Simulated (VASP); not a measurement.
Input:

```
CELL_PARAMETERS angstrom
      0.00000     3.04893     3.04893
      3.04893     0.00000     3.04893
      3.04893     3.04893     0.00000
ATOMIC_POSITIONS crystal
  Mo 0.75000 0.75000 0.75000
  Mo 0.50000 0.50000 0.50000
  Ru 0.00000 0.00000 0.00000
  Ru 0.25000 0.25000 0.25000
```

Level of theory: PBE GGA, VASP's PBE PAW potentials (set 64) (plane waves; VASP). Numerical set-up: 300 eV cut-off, 8×8×8 Γ-centred mesh, Gaussian smearing of 0.10 eV, potentials Mo_sv Ru_pv.

At this cut-off the stress carries a Pulay error, which pulls relaxed volumes low. Energy and stress use the plane-wave basis of the starting cell.

The ions, cell shape and volume are relaxed. What does this cell relax into?

```
CELL_PARAMETERS angstrom
      0.00000     3.10466     3.10466
      3.10466     0.00000     3.10466
      3.10466     3.10466     0.00000
ATOMIC_POSITIONS crystal
  Mo 0.75000 0.75000 0.75000
  Mo 0.50000 0.50000 0.50000
  Ru 0.00000 0.00000 0.00000
  Ru 0.25000 0.25000 0.25000
```
Space group Fd-3m (227), at a tolerance of 0.03 Å.

How do energy and volume change from the first to the last step?

The energy (σ→0) changes by -37.9 meV/atom and the volume by +5.6 %, in 4 ionic steps.

The structure was generated: MoRu was put into an ordered model structure, which need not be its known phase. This run relaxes it. Symmetry was kept, so distortions that lower it aren't found. The run is one of a series of settings (EDIFFG = -0.01, IBRION = 2, ISIF = 3, NSW = 50 against the base run), some of them coarse on purpose.
